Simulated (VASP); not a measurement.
Given:

```
CELL_PARAMETERS angstrom
      0.00000     3.00531     3.00531
      3.00531     0.00000     3.00531
      3.00531     3.00531     0.00000
ATOMIC_POSITIONS crystal
  Sr 0.00000 0.00000 0.00000
```

All values below come from revTPSS meta-GGA, VASP's PBE PAW potentials (set 64) (plane waves; VASP 6.6.1). Run with 520 eV cut-off, 12×12×12 Γ-centred mesh, tetrahedra with Blöchl corrections, potentials Sr_sv.

Question: Give the energies of bands 5 to 8 at the high-symmetry points, in eV from the Fermi level.

Answer: 
| band | Γ | X | U | L | W |
|---|---|---|---|---|---|
| 5 | -3.65 | -0.65 | -0.12 | -1.10 | 0.04 |
| 6 | 2.43 | 0.35 | 0.24 | 0.01 | 0.62 |
| 7 | 2.43 | 1.02 | 0.82 | 2.27 | 0.62 |
| 8 | 2.43 | 5.08 | 3.53 | 2.27 | 2.37 |

It has no gap at this level: it comes out as a metal or semimetal.

The compound is Sr in the fcc structure. It was relaxed first.
